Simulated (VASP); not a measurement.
Level of theory: PBEsol GGA, VASP's PBE PAW potentials (set 64) (plane waves; VASP).

VASP ran on this input.

POSCAR:
```
SnF4
3.9960490
 -0.5138413926   0.5138413926   0.9999999588
  0.5138413926  -0.5138413926   0.9999999588
  0.5138413926   0.5138413926  -0.9999999588
Sn F
1 4
Cartesian
  0.5138413926   0.5138413926   0.9999999588
 -0.0000000000   0.0000000000   1.5252226464
 -0.0000000000   0.0000000000   0.4747772713
  0.5138413926   0.0000000000   0.9999999588
  0.0000000000   0.5138413926   0.9999999588
```

**KPOINTS**
```
Automatic mesh
0
Gamma
10 10 10
0 0 0
```

**INCAR**
```
# general
SYSTEM =SnF4
PREC   =Accurate
ENCUT  =520
LREAL  =F
LASPH  =T
NBANDS =75

# electronic loop
EDIFF  =1E-7
NELM   =100
ALGO   =Normal
LMAXMIX=4

# smearing
ISMEAR =0
SIGMA  =0.01

# functional
GGA    =PS

# output
LWAVE  =F
LCHARG =F
NEDOS  =1001

# other
LOPTICS=T
CSHIFT =0.1
```

POTCAR, in this order: Sn_d F (PBE.64 set). Program: vasp_std.

The resulting files:

File OSZICAR:
```
       N       E                     dE             d eps       ncg     rms          rms(c)
DAV:   1     0.412252814868E+03    0.41225E+03   -0.17499E+04 20329   0.752E+02
DAV:   2     0.280974295105E+02   -0.38416E+03   -0.34035E+03 16735   0.287E+02
DAV:   3    -0.249290188936E+02   -0.53026E+02   -0.52222E+02 17518   0.759E+01
DAV:   4    -0.265166345433E+02   -0.15876E+01   -0.15859E+01 17760   0.127E+01
DAV:   5    -0.265301340738E+02   -0.13500E-01   -0.13498E-01 19112   0.115E+00    0.104E+01
DAV:   6    -0.239847287244E+02    0.25454E+01   -0.14143E+00 21450   0.141E+01    0.464E+00
DAV:   7    -0.239073509271E+02    0.77378E-01   -0.47170E-01 18792   0.242E+00    0.251E+00
DAV:   8    -0.238550021150E+02    0.52349E-01   -0.74342E-02 19725   0.149E+00    0.437E-01
DAV:   9    -0.238539134514E+02    0.10887E-02   -0.12372E-02 20000   0.535E-01    0.165E-01
DAV:  10    -0.238544918259E+02   -0.57837E-03   -0.51586E-03 18408   0.252E-01    0.108E-01
DAV:  11    -0.238545191172E+02   -0.27291E-04   -0.91970E-05 18200   0.480E-02    0.389E-02
DAV:  12    -0.238545178755E+02    0.12417E-05   -0.26512E-05 19160   0.397E-02    0.137E-02
DAV:  13    -0.238545183036E+02   -0.42813E-06   -0.50035E-06 17752   0.102E-02    0.285E-03
DAV:  14    -0.238545184181E+02   -0.11447E-06   -0.48810E-07 18096   0.461E-03    0.159E-03
DAV:  15    -0.238545183575E+02    0.60595E-07   -0.48554E-08 16256   0.942E-04
   1 F= -.23854518E+02 E0= -.23854518E+02  d E =-.427825E-49
 imaginary and real dielectric function
```

OUTCAR:
```
------------------------ aborting loop because EDIFF is reached ----------------------------------------
  FORCE on cell =-STRESS in cart. coord.  units (eV):
  Direction    XX          YY          ZZ          XY          YZ          ZX
  --------------------------------------------------------------------------------------
  Total       -0.0143938     -0.0143938      0.0489681      0.0000000     -0.0000000      0.0000000
  in kB       -0.3421959     -0.3421959      1.1641614      0.0000000     -0.0000000      0.0000000
  external PRESSURE =       0.1599232 kB  Pullay stress =       0.0000000 kB
  volume of cell :       67.39
      direct lattice vectors                 reciprocal lattice vectors
    -2.053335383  2.053335383  3.996048835     0.000000000  0.243506250  0.125123596
     2.053335383 -2.053335383  3.996048835     0.243506250  0.000000000  0.125123596
     2.053335383  2.053335383 -3.996048835     0.243506250  0.243506250  0.000000000
 POSITION                                       TOTAL-FORCE (eV/Angst)
 -----------------------------------------------------------------------------------
      0.00000      0.00000      0.00000         0.000000      0.000000      0.000000
      0.00000      0.00000      6.09486        -0.000000      0.000000     -0.000258
      0.00000      0.00000      1.89723        -0.000000     -0.000000      0.000258
      0.00000      2.05334      0.00000         0.000000      0.000000      0.000000
      2.05334      0.00000      0.00000         0.000000      0.000000      0.000000
 -----------------------------------------------------------------------------------
    total drift:                                0.000000     -0.000000      0.000000
  FREE ENERGIE OF THE ION-ELECTRON SYSTEM (eV)
  ---------------------------------------------------
  free  energy   TOTEN  =       -23.8545183575 eV

  energy  without entropy=      -23.8545183575  energy(sigma->0) =      -23.85451836

 plasma frequency squared (from intraband transitions) (eV^2)
  --------------------------------------------------------------------------------------
       0.000       0.000      -0.000
       0.000       0.000       0.000
      -0.000       0.000       0.000

 plasma frequency squared (from interband transitions, int dw w eps(2)(w)) (eV^2)
  --------------------------------------------------------------------------------------
     491.453       0.000       0.000      -0.000      -0.000      -0.000
       0.000       0.000     491.453       0.000       0.000       0.000
      -0.000       0.000       0.000      -0.000     496.121       0.000
```
(Selected blocks of OUTCAR.)

Without a dispersion term in the relaxation, distances and binding between the weakly bound layers, chains or molecules are unreliable, and so is what depends on them.

The structure comes from a computed database's SnF4 entry (I4/mmm); how it stands against other phases isn't given here. It was relaxed first.
